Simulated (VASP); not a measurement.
A run of VASP 6.6.1:

The input POSCAR:

```
Pt                                      
1.0
    0.0000000000      1.9836944835      1.9836944835
    1.9836944835      0.0000000000      1.9836944835
    1.9836944835      1.9836944835      0.0000000000
  Pt            
     1
Direct
     0.0000000000000000    0.0000000000000000    0.0000000000000000
```

The input INCAR.step1:

```
PREC     = Accurate       # precision mode
ENCUT    = 520            # plane-wave cutoff, eV
EDIFF    = 1E-7           # SCF threshold, eV
ISMEAR   = 0              # smearing method
SIGMA    = 0.1            # smearing width, eV
LREAL    = F              # projectors in reciprocal space
LASPH    = T              # aspherical terms in the spheres
NELM     = 100            # most SCF steps
ALGO     = Normal         # electronic algorithm
ISIF     = 2              # what is computed and relaxed
LWAVE    = F              # write WAVECAR
LCHARG   = T              # write CHGCAR
LMAXMIX  = 4              # l up to which the mixer works
GGA      = PE             # functional
NBANDS   = 11             # bands
```

KPOINTS.step1

```
Automatic mesh
0
Gamma
  26 26 26
```

INCAR.step2

```
PREC     = Accurate       # precision mode
ENCUT    = 520            # plane-wave cutoff, eV
EDIFF    = 1E-7           # SCF threshold, eV
ISMEAR   = -5             # smearing method
SIGMA    = 0.1            # smearing width, eV
LREAL    = F              # projectors in reciprocal space
LASPH    = T              # aspherical terms in the spheres
NELM     = 100            # most SCF steps
ALGO     = Normal         # electronic algorithm
ISIF     = 2              # what is computed and relaxed
LWAVE    = F              # write WAVECAR
LCHARG   = F              # write CHGCAR
LMAXMIX  = 4              # l up to which the mixer works
GGA      = PE             # functional
LORBIT   = 11             # projections on sites
NBANDS   = 11             # bands
NEDOS    = 1001           # points of the DOS
ICHARG   = 11             # starting density
```

KPOINTS.step2

```
Automatic mesh
0
Gamma
  39 39 39
```

Potentials or basis: VASP PAW PBE potentials, release 64 (Pt).

The run is started by

```bash
$ cat potpaw_PBE.64/Pt/POTCAR > POTCAR
$ cp INCAR.step1 INCAR
$ cp KPOINTS.step1 KPOINTS
$ mpirun -np 1 vasp_std > vasp.out
$ cp INCAR.step2 INCAR
$ cp KPOINTS.step2 KPOINTS
$ mpirun -np 1 vasp_std > vasp.out
```

Hardware: 1 thread of Intel(R) Xeon(R) Platinum 8488C (Sapphire Rapids) (shared host).

Q: Estimate the wall time of this run.

A: Run time: 2.1 min on 1 thread of Intel(R) Xeon(R) Platinum 8488C (Sapphire Rapids), with other jobs on the host, peak memory 0.38 GiB. Counts: scf iterations 7, k points 1540.
